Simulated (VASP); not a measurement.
Consider the following.

```
CELL_PARAMETERS angstrom
      4.00699     0.00000     0.00000
      0.00000     4.00699     0.00000
      0.00000     0.00000     4.00699
ATOMIC_POSITIONS crystal
  Sc 0.00000 0.00000 0.00000
  Al 0.00000 0.50000 0.50000
  Al 0.50000 0.00000 0.50000
  Al 0.50000 0.50000 0.00000
```

Method: PBEsol GGA, VASP's PBE PAW potentials (set 64) (plane waves; VASP 6.6.1). Numerical set-up: 500 eV cut-off, 8×8×8 Γ-centred mesh, first-order Methfessel-Paxton smearing of 0.10 eV, potentials Sc_sv Al.

Energy and stress use the plane-wave basis of the starting cell.

Task: The ions, cell shape and volume at an external pressure of 10.0 GPa are relaxed. What does this cell relax into?

Result: 
```
CELL_PARAMETERS angstrom
      3.95246     0.00000     0.00000
      0.00000     3.95246     0.00000
      0.00000     0.00000     3.95246
ATOMIC_POSITIONS crystal
  Sc 0.00000 0.00000 0.00000
  Al 0.00000 0.50000 0.50000
  Al 0.50000 0.00000 0.50000
  Al 0.50000 0.50000 0.00000
```
Space group Pm-3m (221), at a tolerance of 0.03 Å.

Task: How do energy and volume change from the first to the last step?

Result: The energy (σ→0) changes by +30.0 meV/atom and the volume by -4.0 %, in 3 ionic steps.

| step | E(σ→0) (eV) | max force (eV/Å) | pressure (GPa) | volume (Å³) |
|---|---|---|---|---|
| 1 | -20.7133 | 0.000 | 4.99 | 64.34 |
| 2 | -20.4433 | 0.000 | 14.50 | 59.77 |
| 3 | -20.5935 | 0.000 | 9.98 | 61.74 |

The compound is Al3Sc in the L1_2 structure. This run relaxes it under an external pressure of 10 GPa. Symmetry was kept, so distortions that lower it aren't found.
